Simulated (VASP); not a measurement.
Crystal: CdS.

```xyz
4
Lattice="4.1500 0.0000 0.0000 -2.0750 3.5940 0.0000 0.0000 0.0000 6.7370" Properties=species:S:1:pos:R:3 pbc="T T T"
Cd    0.0000    2.3960    0.0000
Cd    2.0750    1.1980    3.3685
S     0.0000    2.3960    2.5264
S     2.0750    1.1980    5.8949
```

- Program: VASP 6.6.1
- Task: relaxation of cell and atoms
- Functional: PBE
- Potentials or basis: VASP PAW PBE potentials, release 64 (Cd, S)
- Cutoff: 520 eV
- k mesh: 9 × 9 × 6
- Occupations: gaussian, width 0.02 eV
- Spin: no spin polarisation

At the start: pressure 2.4 GPa; volume 25.12 Å³/atom.

**Question.** How do energy, volume and symmetry change on relaxing?

**Answer.** Over 10 steps the energy falls by 7.9 meV/atom and the volume is 26.18 Å³/atom (+4.2 %); space group P6_3mc (No. 186, to 0.05 Å).

Step by step:
```csv
step,energy change (eV),largest force (eV/Å),pressure (GPa),volume (Å³)
1,0.0000,0.0696,2.43,100.48
2,-0.0285,0.0020,-0.69,106.11
3,-0.0316,0.0151,0.00,104.71
4,-0.0316,0.0142,-0.04,104.80
5,-0.0316,0.0071,0.00,104.70
6,-0.0316,0.0056,0.02,104.67
7,-0.0316,0.0037,0.01,104.69
8,-0.0316,0.0017,-0.02,104.74
9,-0.0317,0.0004,0.01,104.70
10,-0.0317,0.0002,0.00,104.71
```

Final structure:
```
CELL_PARAMETERS angstrom
4.20387 0.00000 0.00000
-2.10194 3.64066 0.00000
0.00000 0.00000 6.84161
ATOMIC_POSITIONS crystal
Cd 0.33333 0.66667 0.99923
Cd 0.66667 0.33333 0.49923
S 0.33333 0.66667 0.37577
S 0.66667 0.33333 0.87577
```
